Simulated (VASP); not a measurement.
An input for Quantum ESPRESSO's pw.x (written as the equivalent of a VASP run, and not itself run):

```
&CONTROL
  calculation = 'scf'
  pseudo_dir = './pseudo'
  outdir = './out'
  tprnfor = .true.
  tstress = .true.
/
&SYSTEM
  ibrav = 0
  nat = 2
  ntyp = 2
  ecutwfc = 74
  occupations = 'smearing'
  smearing = 'gaussian'
  degauss = 0.003675
  input_dft = 'pbe'
/
&ELECTRONS
  conv_thr = 7.3e-09
  electron_maxstep = 100
/
ATOMIC_SPECIES
  K 39.098 K.upf
  I 126.904 I.upf
CELL_PARAMETERS angstrom
     0.0000000    3.5930912    3.5930912
     3.5930912    0.0000000    3.5930912
     3.5930912    3.5930912    0.0000000
ATOMIC_POSITIONS crystal
  K    0.0000000  0.0000000  0.0000000
  I    0.5000000  0.5000000  0.5000000
K_POINTS automatic
  6 6 6 0 0 0
```

**Question.** Translate this input to VASP (INCAR, KPOINTS, POSCAR, choice of POTCAR).

**Answer.** This is not unique; one that fits is 
**KPOINTS**
```
Automatic mesh
0
Gamma
6 6 6
0 0 0
```

**INCAR**
```
SYSTEM  =  KI
PREC  =  Accurate; ENCUT  =  480; LREAL  =  .FALSE.
LASPH  =  .TRUE.
EDIFF  =  1E-7; NELM  =  100; ALGO  =  Normal
LMAXMIX  =  4
ISMEAR  =  0; SIGMA  =  0.05
GGA  =  PE
ISIF  =  2
LWAVE  =  .FALSE.; LCHARG  =  .FALSE.
```

### POSCAR
```
KI
1.0
  0.0000000000   3.5930912037   3.5930912037
  3.5930912037   0.0000000000   3.5930912037
  3.5930912037   3.5930912037   0.0000000000
K I
1 1
Direct
  0.0000000000   0.0000000000   0.0000000000
  0.5000000000   0.5000000000   0.5000000000
```

POTCAR, in this order: K_sv I (PBE.64 set). Program: vasp_std.

Limits of the translation: the potentials are each code's own (VASP's PAW set, PseudoDojo norm-conserving files in pw.x), so ENCUT and ecutwfc are chosen apart and not converted; conv_thr bounds pw.x's estimated SCF error, while EDIFF bounds the energy change between steps.

The compound is KI in the rock salt structure. It was relaxed first, which changed the volume by +5 %.
